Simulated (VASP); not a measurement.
Crystal: CoSn.

```
Co Sn
1.0
     5.24604    0.00000    0.00000
    -2.62302    4.54320    0.00000
     0.00000    0.00000    4.18759
Co Sn
3 3
Direct
  0.00000 0.50000 0.00000
  0.50000 0.50000 0.00000
  0.50000 0.00000 0.00000
  0.66667 0.33333 0.50000
  0.33333 0.66667 0.50000
  0.00000 0.00000 0.00000
```

The cell is a database's computed one.

* Program: VASP 6.6.1
* Task: relaxation of cell and atoms
* Functional: LDA
* Potentials or basis: VASP PAW LDA potentials, release 64 (Co, Sn_d)
* Cutoff: 600 eV
* k mesh: 9 × 9 × 9
* Occupations: methfessel-paxton, width 0.1 eV
* Spin: no spin polarisation

At the start: pressure -5.9 GPa; volume 16.63 Å³/atom.

**Question.** How do energy, volume and symmetry change on relaxing?

**Answer.** Over 6 steps the energy falls by 13.3 meV/atom and the volume is 15.95 Å³/atom (-4.1 %); space group P6/mmm (No. 191, to 0.05 Å).

The path:
| step | energy change (eV) | largest force (eV/Å) | pressure (GPa) | volume (Å³) |
| --- | --- | --- | --- | --- |
| 1 | 0.0000 | 0.0000 | -5.92 | 99.81 |
| 2 | 0.0351 | 0.0000 | 8.60 | 91.19 |
| 3 | -0.0798 | 0.0000 | -0.04 | 95.73 |
| 4 | -0.0798 | 0.0000 | 0.09 | 95.65 |
| 5 | -0.0799 | 0.0000 | -0.11 | 95.76 |
| 6 | -0.0799 | 0.0000 | 0.02 | 95.73 |

Final structure:
```
CELL_PARAMETERS angstrom
5.17717 0.00000 0.00000
-2.58859 4.48356 0.00000
0.00000 0.00000 4.12413
ATOMIC_POSITIONS crystal
Co 0.00000 0.50000 0.00000
Co 0.50000 0.50000 0.00000
Co 0.50000 0.00000 0.00000
Sn 0.66667 0.33333 0.50000
Sn 0.33333 0.66667 0.50000
Sn 0.00000 0.00000 0.00000
```
